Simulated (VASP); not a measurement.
An input for Quantum ESPRESSO's pw.x (written as the equivalent of a VASP run, and not itself run):

```
&CONTROL
  calculation = 'scf'
  pseudo_dir = './pseudo'
  outdir = './out'
  tprnfor = .true.
  tstress = .true.
/
&SYSTEM
  ibrav = 0
  nat = 3
  ntyp = 2
  ecutwfc = 86
  occupations = 'smearing'
  smearing = 'gaussian'
  degauss = 0.003675
  input_dft = 'pbe'
  nspin = 2
  starting_magnetization(1) = 0.2
/
&ELECTRONS
  conv_thr = 7.3e-08
  electron_maxstep = 100
/
ATOMIC_SPECIES
  V 50.941 V.upf
  Se 78.971 Se.upf
CELL_PARAMETERS angstrom
     0.0000000    2.9865470    2.9865470
     2.9865470    0.0000000    2.9865470
     2.9865470    2.9865470    0.0000000
ATOMIC_POSITIONS crystal
  V    0.0000000  0.0000000  0.0000000
  Se   0.2500000  0.2500000  0.2500000
  Se   0.7500000  0.7500000  0.7500000
K_POINTS automatic
  6 6 6 0 0 0
```

Task: Translate this input to VASP (INCAR, KPOINTS, POSCAR, choice of POTCAR).

Result: One answer among several that fit: 
KPOINTS:
```
Automatic
0
G
  6 6 6
```

### POSCAR
```
VSe2
1
    0.0000000000     2.9865470000     2.9865470000
    2.9865470000     0.0000000000     2.9865470000
    2.9865470000     2.9865470000     0.0000000000
V Se
1 2
Direct
  0.0000000000   0.0000000000   0.0000000000
  0.2500000000   0.2500000000   0.2500000000
  0.7500000000   0.7500000000   0.7500000000
```

**INCAR**
```
LMAXMIX  =  4   ! l cut-off of mixed one-centre charges
ISPIN  =  2
ISIF  =  2   ! forces and stress, cell fixed
LASPH  =  T   ! aspherical one-centre terms
LWAVE  =  F
MAGMOM  =  2.0 0.0 0.0
LORBIT  =  10
NELM  =  100   ! most electronic steps
LCHARG  =  F
ENCUT  =  400   ! plane-wave cut-off (eV)
ALGO  =  Normal   ! blocked Davidson
SIGMA  =  0.05
ISMEAR  =  0
SYSTEM  =  VSe2
PREC  =  Accurate
EDIFF  =  1E-6
GGA  =  PE   ! PBE
LREAL  =  F
```

POTCAR, in this order: V_sv Se (PBE.64 set). Program: vasp_std.

Limits of the translation: the potentials are each code's own (VASP's PAW set, PseudoDojo norm-conserving files in pw.x), so ENCUT and ecutwfc are chosen apart and not converted; conv_thr bounds pw.x's estimated SCF error, while EDIFF bounds the energy change between steps; starting_magnetization is a fraction of the valence charge and MAGMOM a moment in μB, so they match only roughly.

The structure was generated: VSe2 was put into the fluorite type (Fm-3m), which need not be its known phase. The cell was not relaxed at this level. The k-mesh is coarse (spacing up to 0.30 per Å, 2π included), so the numbers may not be converged in it.
